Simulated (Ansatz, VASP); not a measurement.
# Sn: VASP beside Ansatz, part 3 of 3

One calculation is typed for both programs; each brings its own data sets. How far apart do they land? The cell is taken from a series of runs on this material, whose earlier steps may have relaxed, scaled, displaced or heated it; both programs get it as it stands.

VASP 6.6.1 and Ansatz 0.2.0.

So far: The structure; Ansatz: zone-centre phonons, PBEsol; VASP: zone-centre phonons, PBEsol.

## 3. VASP: zone-centre phonons, PBEsol (continued)

Level of this step: PBEsol; plane waves and PAW (Sn_d) (VASP).

Numbers of over 12 decimals in the logs are rounded to 6 here.

OUTCAR, selected parts (step 3):

```text
ion  position               nearest neighbor table
   1  0.500  0.500  0.500-   2 2.84   2 2.84   2 2.84   2 2.84
   2  0.750  0.750  0.750-   1 2.84   1 2.84   1 2.84   1 2.84

  LATTYP: Found a body centered tetragonal cell.
 ALAT       =     4.5937151954
 C/A-ratio  =     1.4520101498

 Subroutine GETGRP returns: Found  4 space group operations
 (whereof  2 operations were pure point group operations)

The static configuration has the point symmetry C_1h.
 The point group associated with its full space group is C_2h.

   k-points           NKPTS =   1728   k-points in BZ     NKDIM =   1728   number of bands    NBANDS=     20

   dimension x,y,z NGX =    36 NGY =   36 NGZ =   36
   dimension x,y,z NGXF=    72 NGYF=   72 NGZF=   72

   ENCUT  =  500.0 eV  36.75 Ry    6.06 a.u.   8.49  8.49  8.38*2*pi/ulx,y,z

   NELECT =      28.0000    total number of electrons

 k-points in reciprocal lattice and weights: Points of the shifted mesh
   0.04166667  0.04166667  0.04166667       0.001
   0.04166667  0.04166667  0.12500000       0.001
   0.04166667  0.04166667  0.20833333       0.001
   0.04166667  0.04166667  0.29166667       0.001
   0.04166667  0.04166667  0.37500000       0.001
   0.04166667  0.04166667  0.45833333       0.001
   0.04166667  0.04166667  0.54166667       0.001
   0.04166667  0.04166667  0.62500000       0.001
   0.04166667  0.04166667  0.70833333       0.001
[...]
0.95833333  0.95833333  0.87500000       0.001
   0.95833333  0.95833333  0.95833333       0.001

 average (electrostatic) potential at core
       1-101.5906       2-101.5906

  Total       -0.0293429     -0.0293429     -0.3987020     -0.0076216     -0.0221329     -0.0221329
  in kB       -0.6680070     -0.6680070     -9.0766834     -0.1735099     -0.5038676     -0.5038684
  external PRESSURE =      -3.4708991 kB  Pullay stress =       0.0000000 kB

  energy-cutoff  :      500.00
  volume of cell :       70.38
      direct lattice vectors                 reciprocal lattice vectors
     0.000000000  3.248247166  3.335060545    -0.153929173  0.153929173  0.149922316
     3.248247166  0.000000000  3.335060545     0.153929173 -0.153929173  0.149922316
     3.248247166  3.248247166  0.000000000     0.153929173  0.153929173 -0.149922316

 POSITION                                       TOTAL-FORCE (eV/Angst)
 -----------------------------------------------------------------------------------
      3.24770      3.24770      3.33507        -0.001044     -0.001044      0.000940
      4.87292      4.87292      5.00258         0.001044      0.001044     -0.000940
 -----------------------------------------------------------------------------------
    total drift:                               -0.000000      0.000000      0.000000

 Eigenvectors and eigenvalues of the dynamical matrix
 ----------------------------------------------------

   1 f  =    5.620832 THz    35.316730 2PiTHz  187.490779 cm-1    23.245883 meV
             X         Y         Z           dx          dy          dz
      3.247697  3.247697  3.335073     0.048922    0.048922    0.703714
      4.872921  4.872921  5.002578    -0.048922   -0.048922   -0.703714

   2 f  =    5.546043 THz    34.846816 2PiTHz  184.996084 cm-1    22.936581 meV
             X         Y         Z           dx          dy          dz
      3.247697  3.247697  3.335073     0.497601    0.497601   -0.069186
      4.872921  4.872921  5.002578    -0.497601   -0.497601    0.069186

   3 f  =    5.428032 THz    34.105328 2PiTHz  181.059645 cm-1    22.448525 meV
             X         Y         Z           dx          dy          dz
      3.247697  3.247697  3.335073     0.500000   -0.500000    0.000000
      4.872921  4.872921  5.002578    -0.500000    0.500000   -0.000000

   4 f  =    0.000000 THz     0.000000 2PiTHz    0.000003 cm-1     0.000000 meV
             X         Y         Z           dx          dy          dz
      3.247697  3.247697  3.335073     0.701871    0.083518    0.020064
      4.872921  4.872921  5.002578     0.701871    0.083518    0.020064

   5 f  =    0.000000 THz     0.000000 2PiTHz    0.000001 cm-1     0.000000 meV
             X         Y         Z           dx          dy          dz
      3.247697  3.247697  3.335073     0.027795   -0.064555   -0.703605
      4.872921  4.872921  5.002578     0.027795   -0.064555   -0.703605

   6 f/i=    0.000000 THz     0.000001 2PiTHz    0.000003 cm-1     0.000000 meV
             X         Y         Z           dx          dy          dz
      3.247697  3.247697  3.335073     0.081272   -0.699183    0.067360
      4.872921  4.872921  5.002578     0.081272   -0.699183    0.067360

 ELASTIC MODULI CONTR FROM IONIC RELAXATION (kBar)
 Direction    XX          YY          ZZ          XY          YZ          ZX
 --------------------------------------------------------------------------------
 XX          -0.0455      0.0062      0.0060     -0.1363      0.0626      3.0659
 YY           0.0062     -0.0455      0.0060      0.5850      2.9649     -0.5500
 ZZ           0.0060      0.0060     -0.0372      2.4850     -0.9981     -0.3140
 XY          -0.1363      0.5850      2.4850   -191.8984      1.5326      6.0866
 YZ           0.0626      2.9649     -0.9981      1.5326   -206.0842      5.7331
 ZX           3.0659     -0.5500     -0.3140      6.0866      5.7331   -206.9040
 --------------------------------------------------------------------------------
```

## 4. Side by side

Known differences besides the potentials themselves: the cutoff is 420 eV in Ansatz and 500 eV in VASP; Ansatz makes its cores anew for this functional, VASP keeps those of its PBE data sets. Total energies have different zeros and are not compared.

Compared:

```tsv
quantity	Ansatz	VASP	difference
optical mode 1 (cm⁻¹)	181.0	181.1	-0.02 %
optical mode 2 (cm⁻¹)	185.0	185.0	+0.00 %
optical mode 3 (cm⁻¹)	187.4	187.5	-0.03 %
```

Modes are paired by rising frequency, not by their patterns, so a pair may set unlike modes beside each other; they are those without the splitting of longitudinal modes.

## 5. Outcome

```
r.m.s. difference of the optical zone-centre modes, each program's sorted by frequency (zone-centre phonons, PBEsol) : 0.034 cm⁻¹
```

**Reading.** The r.m.s. difference of the optical zone-centre modes, each program's sorted by frequency is 0.034 cm⁻¹ (zone-centre phonons, PBEsol). Such differences can come from data sets, numerical settings and the points named under the comparisons, not from the functional's error against experiment.

[Lines on the potential files, build, host, timing and source positions are cut from VASP's logs without a mark.]

[Logs are printed without paths, hosts, clocks, repeated set-up lines and the standing remarks that a program may print on its own settings, such as how far it seeks lower states.]

[Hosts, paths, dates, database ids (printed as entryN), source tags and the programs' standing remarks are cut or masked in the printed files.]
